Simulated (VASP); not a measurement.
Data:

```yaml
crystal:
  lattice:
    - [0.00000, 1.90459, 1.90459]
    - [1.90459, 0.00000, 1.90459]
    - [1.90459, 1.90459, 0.00000]
  atoms:
    - { symbol: Pd, position: [0.00000, 0.00000, 0.00000] }
```

Calculation: PBE GGA with D3 dispersion (Becke-Johnson damping), VASP's PBE PAW potentials (set 64) (plane waves; VASP 6.6.1). Run with 520 eV cut-off, 16×16×16 Γ-centred mesh, first-order Methfessel-Paxton smearing of 0.10 eV, potentials Pd.

### Question
Predict the energy per atom (σ→0), pressure, band gap (on the k-mesh) with the smallest direct gap where there is one.

### Answer

```yaml
band gap (on the k-mesh): none (metal, semimetal or under 0.01 eV)
energy per atom (σ→0): -5838 meV/atom
pressure: 140.5 kbar
```

The compound is Pd in the fcc structure. This cell is one point of a volume scan, at 0.94 of the reference volume.
